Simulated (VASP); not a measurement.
# Al(111) over its thickness, part 7 of 7

How many layers does a slab of Al(111) need before surface energy, work function and relaxation settle?

VASP 6.6.1; PBE; plane waves and PAW (Al).

So far. Step 20 (Relaxing the slab, layers 12): The run ended after 21 ionic steps, 0.014 eV below its first step, once the forces on the free atoms met EDIFFG = -0.01. Step 21 (The vacuum level, layers 12): The vacuum level lies 4.08 eV above the Fermi level at the upper face; both faces agree, as the slab has next to no dipole.

## (22) Surface relaxation, layers 14

System of this step: Al(111). The cell holds 14 atoms: 14 Al. Cell: a = 2.856 Å, b = 2.856 Å, c = 45.320 Å, α = 90.0°, β = 90.0°, γ = 60.0°. It derives from Al. 14 layers of fcc Al, cut at this functional's lattice. Vacuum lies along c.

INCAR reads:

```
SYSTEM = Al
PREC = Normal
ENCUT = 320
EDIFF = 1E-06
NELM = 120
ISMEAR = 1
SIGMA = 0.15
LREAL = Auto
ALGO = Fast
GGA = PE
NBANDS = 35
LORBIT = 11
LWAVE = .FALSE.
LCHARG = .FALSE.
KPAR = 4
IBRION = 2
NSW = 50
ISIF = 2
EDIFFG = -0.01
POTIM = 0.4
MAXMIX = 40
```

POSCAR reads:

```
Al
1.0
    2.8564818028      0.0000000000      0.0000000000
    1.4282409014      2.4737858067      0.0000000000
    0.0000000000      0.0000000000     45.3199991312
Al
14
Direct
    0.6666666700      0.6666666700      0.1654898500
    0.0000000000      0.0000000000      0.2169529500
    0.3333333300      0.3333333300      0.2684160500
    0.6666666700      0.6666666700      0.3198791500
    0.0000000000      0.0000000000      0.3713422500
    0.3333333300      0.3333333300      0.4228053500
    0.6666666700      0.6666666700      0.4742684500
    0.0000000000      0.0000000000      0.5257315500
    0.3333333300      0.3333333300      0.5771946500
    0.6666666700      0.6666666700      0.6286577500
    0.0000000000      0.0000000000      0.6801208500
    0.3333333300      0.3333333300      0.7315839500
    0.6666666700      0.6666666700      0.7830470500
    0.0000000000      0.0000000000      0.8345101500
```

KPOINTS reads:

```
Automatic mesh
0
Gamma
15 15 1
0 0 0
```

The projector-augmented-wave data sets are Al (PBE family, release 64).

Launch:

```bash
$ mpirun -np 4 vasp_std
```

What it wrote:

```text
[banner, memory and clock lines left out]
running    4 mpi-ranks, on    1 nodes
[...]
LDA part: xc-table for (Slater+PW92), standard interpolation
 POSCAR, INCAR and KPOINTS ok, starting setup
[...]
entering main loop
       N       E                     dE             d eps       ncg     rms          rms(c)
DAV:   1     0.519685554032E+02    0.51969E+02   -0.10661E+04  1890   0.631E+02
DAV:   2    -0.461490421307E+02   -0.98118E+02   -0.90644E+02  2336   0.119E+02
DAV:   3    -0.524304526406E+02   -0.62814E+01   -0.59833E+01  2764   0.261E+01
DAV:   4    -0.526397761853E+02   -0.20932E+00   -0.20812E+00  2884   0.524E+00
[...]
RMM:  22    -0.517041322522E+02   -0.13703E-04   -0.10191E-06  1276   0.261E-03    0.532E-04
RMM:  23    -0.517041352392E+02   -0.29871E-05   -0.27219E-07  1098   0.186E-03    0.619E-04
RMM:  24    -0.517041355332E+02   -0.29395E-06   -0.58735E-08   982   0.139E-03
   1 F= -.51704136E+02 E0= -.51705045E+02  d E =-.517041E+02
[... from here on, the cycles between the ionic steps are left out ...]
   2 F= -.51704656E+02 E0= -.51705569E+02  d E =-.520507E-03
   3 F= -.51705155E+02 E0= -.51706070E+02  d E =-.101924E-02
   5 F= -.51705160E+02 E0= -.51706075E+02  d E =-.102481E-02
   7 F= -.51705354E+02 E0= -.51706300E+02  d E =-.187337E-03
   9 F= -.51706063E+02 E0= -.51707273E+02  d E =-.896645E-03
  11 F= -.51706625E+02 E0= -.51707869E+02  d E =-.561719E-03
  13 F= -.51707823E+02 E0= -.51709201E+02  d E =-.176028E-02
  15 F= -.51707877E+02 E0= -.51709278E+02  d E =-.181411E-02
  17 F= -.51708911E+02 E0= -.51710165E+02  d E =-.103423E-02
  19 F= -.51709341E+02 E0= -.51710617E+02  d E =-.312059E-03
  21 F= -.51710360E+02 E0= -.51711451E+02  d E =-.133149E-02
  23 F= -.51711147E+02 E0= -.51712249E+02  d E =-.787072E-03
  25 F= -.51711945E+02 E0= -.51713106E+02  d E =-.355318E-03
  27 F= -.51712278E+02 E0= -.51713598E+02  d E =-.688571E-03
  29 F= -.51712497E+02 E0= -.51713747E+02  d E =-.103862E-03
  30 F= -.51712547E+02 E0= -.51713774E+02  d E =-.154494E-03
  31 F= -.51712590E+02 E0= -.51713835E+02  d E =-.423534E-04
 trial-energy change:   -0.000042  1 .order   -0.000045   -0.000058   -0.000032
 step:   5.9236(harm=  5.9236)  dis= 0.00307  next Energy=   -51.712612 (dE=-0.650E-04)
 reached required accuracy - stopping structural energy minimisation
```

Elapsed: 1.9 min, on 4 MPI ranks of Intel Xeon 6975P-C (Granite Rapids), shared host; peak memory 0.94 GiB.

OUTCAR, selected parts (step 22):

```text
  Total       -2.4638685     -2.4638685      0.7528300     -0.0000000      0.0000000      0.0000000
  in kB      -12.3266382    -12.3266382      3.7663793     -0.0000000      0.0000000      0.0000000
  external PRESSURE =      -6.9622991 kB  Pullay stress =       0.0000000 kB

 POSITION                                       TOTAL-FORCE (eV/Angst)
 -----------------------------------------------------------------------------------
      2.85648      1.64919      7.41644         0.000000     -0.000000     -0.001066
      0.00000      0.00000      9.77378        -0.000000     -0.000000     -0.008538
      1.42824      0.82460     12.10877         0.000000      0.000000     -0.003652
      2.85648      1.64919     14.45886         0.000000     -0.000000     -0.003309
      1.42824      2.47379     16.80884         0.000000     -0.000000      0.002289
      1.42824      0.82460     19.14614        -0.000000     -0.000000     -0.000600
      2.85648      1.64919     21.48950         0.000000     -0.000000      0.001843
      0.00000      0.00000     23.83050        -0.000000     -0.000000     -0.001843
      1.42824      0.82460     26.17386         0.000000     -0.000000      0.000600
      2.85648      1.64919     28.51116        -0.000000     -0.000000     -0.002289
      0.00000      0.00000     30.86114         0.000000      0.000000      0.003309
      1.42824      0.82460     33.21123        -0.000000     -0.000000      0.003652
      2.85648      1.64919     35.54622        -0.000000     -0.000000      0.008538
      0.00000      0.00000     37.90356        -0.000000     -0.000000      0.001066
 -----------------------------------------------------------------------------------
    total drift:                                0.000000      0.000000     -0.000001

  FREE ENERGIE OF THE ION-ELECTRON SYSTEM (eV)
  ---------------------------------------------------
  free  energy   TOTEN  =       -51.7125897281 eV

  energy  without entropy=      -51.7163260405  energy(sigma->0) =      -51.71383517

[... 1 part as in an earlier step ...]

[... 3 further parts left out ...]
[key lines of the parts left out:]
E-fermi :   4.7161
```

The run ended after 31 ionic steps, 0.008 eV below its first step, once the forces on the free atoms met EDIFFG = -0.01.

## (23) The vacuum level, layers 14

INCAR, as its differences from that of step 22:

```diff
@@ -15,7 +15,6 @@
 KPAR = 4
-IBRION = 2
-NSW = 50
-ISIF = 2
-EDIFFG = -0.01
-POTIM = 0.4
-MAXMIX = 40
+IDIPOL = 3
+LDIPOL = .TRUE.
+DIPOL = 0.5 0.5 0.5
+LVHAR = .TRUE.
+LVACPOTAV = .TRUE.
```

POSCAR reads:

```
Al
1.0
    2.8564818028      0.0000000000      0.0000000000
    1.4282409014      2.4737858067      0.0000000000
    0.0000000000      0.0000000000     45.3199991312
Al
14
Direct
    0.6666666700      0.6666666700      0.1636460204
    0.0000000000      0.0000000000      0.2156615243
    0.3333333300      0.3333333300      0.2671838856
    0.6666666700      0.6666666700      0.3190392566
    0.0000000000      0.0000000000      0.3708923279
    0.3333333300      0.3333333300      0.4224656548
    0.6666666700      0.6666666700      0.4741725404
    0.0000000000      0.0000000000      0.5258274596
    0.3333333300      0.3333333300      0.5775343452
    0.6666666700      0.6666666700      0.6291076721
    0.0000000000      0.0000000000      0.6809607434
    0.3333333300      0.3333333300      0.7328161144
    0.6666666700      0.6666666700      0.7843384757
    0.0000000000      0.0000000000      0.8363539796
```

KPOINTS is that of step 22.

Launch:

```bash
$ mpirun -np 4 vasp_std
```

What it wrote:

```text
[... set-up lines as in an earlier step ...]
 entering main loop
       N       E                     dE             d eps       ncg     rms          rms(c)
DAV:   1     0.512475441217E+02    0.51248E+02   -0.10649E+04  1890   0.631E+02
DAV:   2    -0.461152007805E+02   -0.97363E+02   -0.89875E+02  2344   0.119E+02
DAV:   3    -0.524144300423E+02   -0.62992E+01   -0.59819E+01  2764   0.260E+01
DAV:   4    -0.526310522598E+02   -0.21662E+00   -0.21514E+00  2868   0.529E+00
[...]
RMM:  22    -0.517125890997E+02   -0.10154E-04   -0.70879E-07  1612   0.227E-03    0.127E-03
RMM:  23    -0.517125914376E+02   -0.23379E-05   -0.16981E-07  1290   0.152E-03    0.115E-03
RMM:  24    -0.517125918505E+02   -0.41293E-06   -0.54790E-08  1088   0.121E-03
 [... a notice as in an earlier step ...]

   1 F= -.51712592E+02 E0= -.51713837E+02  d E =0.373434E-02
```

Run time: 16 s. Hardware: 4 MPI ranks; peak memory 0.85 GiB; 63 s of CPU time.

From OUTCAR (step 23):

```text
  Total       -2.4636941     -2.4636941      0.7539907      0.0000000      0.0000000      0.0000000
  in kB      -12.3257661    -12.3257661      3.7721863      0.0000000      0.0000000      0.0000000
  external PRESSURE =      -6.9597819 kB  Pullay stress =       0.0000000 kB

 POSITION                                       TOTAL-FORCE (eV/Angst)
 -----------------------------------------------------------------------------------
      2.85648      1.64919      7.41644        -0.000000      0.000000     -0.001042
      0.00000      0.00000      9.77378         0.000000      0.000000     -0.008582
      1.42824      0.82460     12.10877        -0.000000     -0.000000     -0.003876
      2.85648      1.64919     14.45886         0.000000      0.000000     -0.003233
      0.00000      0.00000     16.80884         0.000000      0.000000      0.002306
      1.42824      0.82460     19.14614         0.000000      0.000000     -0.000574
      2.85648      1.64919     21.48950        -0.000000     -0.000000      0.001693
      0.00000      0.00000     23.83050         0.000000      0.000000     -0.001693
      1.42824      0.82460     26.17386        -0.000000      0.000000      0.000574
      2.85648      1.64919     28.51116         0.000000     -0.000000     -0.002306
      0.00000      0.00000     30.86114        -0.000000      0.000000      0.003233
      1.42824      0.82460     33.21123         0.000000      0.000000      0.003876
      2.85648      1.64919     35.54622        -0.000000     -0.000000      0.008582
      0.00000      0.00000     37.90356         0.000000      0.000000      0.001042
 -----------------------------------------------------------------------------------
    total drift:                                0.000000      0.000000     -0.000001

  FREE ENERGIE OF THE ION-ELECTRON SYSTEM (eV)
  ---------------------------------------------------
  free  energy   TOTEN  =       -51.7125918505 eV

  energy  without entropy=      -51.7163261884  energy(sigma->0) =      -51.71383663

[... 2 parts as in an earlier step ...]

[... 1 further part left out ...]
[key lines of the parts left out:]
E-fermi :   4.7160
```

The vacuum level lies 4.05 eV above the Fermi level at the upper face; both faces agree, as the slab has next to no dipole.

The program found no field-free point at its default tolerance, but its printed level agrees with the flat part of the planar average.

## (24) All thicknesses together

This step: a metal face over its thickness, PBE; plane waves and PAW (VASP 6.6.1).

No new run; the numbers come from the runs before.

Numbers from this step:

```
slope energy per layer      : -3.747 eV
surface energy from the fit : 0.8502 J/m²
```

Symmetric slabs, all atoms free; energies from the ends of the relaxations. Thickness series, by row:

| layers | slab energy plus 3.2 eV a layer (eV) | surface energy from the bulk run (J/m²) | work function (eV) | change of the top spacing (%) |
| --- | --- | --- | --- | --- |
| 4 | -1.423 | 0.8469 | 4.03 | 0.503 |
| 5 | -1.997 | 0.812 | 4.087 | 1.211 |
| 6 | -2.544 | 0.8064 | 4.005 | 0.9312 |
| 7 | -3.08 | 0.8142 | 4.063 | 1.483 |
| 8 | -3.622 | 0.8149 | 4.078 | 1.517 |
| 9 | -4.188 | 0.7884 | 4.019 | 1.246 |
| 10 | -4.722 | 0.7979 | 4.027 | 0.8007 |
| 11 | -5.269 | 0.7929 | 4.071 | 1.473 |
| 12 | -5.816 | 0.788 | 4.084 | 1.699 |
| 14 | -6.914 | 0.7739 | 4.051 | 1.073 |

The third column takes -3.7426 eV an atom from the bulk run, over twice the area of 7.066 Å². The fit needs no bulk run: the intercept of energy against layers is twice the area times the surface energy.

## (25) Outcome

| Property | Result |
| --- | --- |
| surface energy from the fit | 0.850 J/m² |
| slope energy per layer | -3.75 eV |

What this shows: A straight line through the slab energies from 7 to 12 layers gives a surface energy of 0.85 J/m² for Al(111); with one or two rows fewer at either end it runs from 0.80 to 0.87. Its slope differs from the bulk run's energy by -4.7 meV a layer, and the value counted from the bulk run goes from 0.85 J/m² at 4 layers to 0.79 at 12. Over the series the work function lies between 4.01 and 4.09 eV, and the top spacing changes by +0.5 to +1.7 %. Slabs of more than 12 layers ran with LREAL = Auto and the others without, so they are kept out of the line. The top spacing is counted from the bulk run's spacing, and the inner spacings of a slab can differ from that too. Swings with thickness mix quantum size effects with the sampling of the mesh and the force threshold.

[Lines on the potential files, build, host, timing and source positions are cut from VASP's logs without a mark.]

[Logs are printed without paths, hosts, clocks, repeated set-up lines and the standing remarks that a program may print on its own settings, such as how far it seeks lower states.]

[Hosts, paths, dates, database ids (printed as entryN), source tags and the programs' standing remarks are cut or masked in the printed files.]

[Runs that stopped without an error message from VASP are left out.]
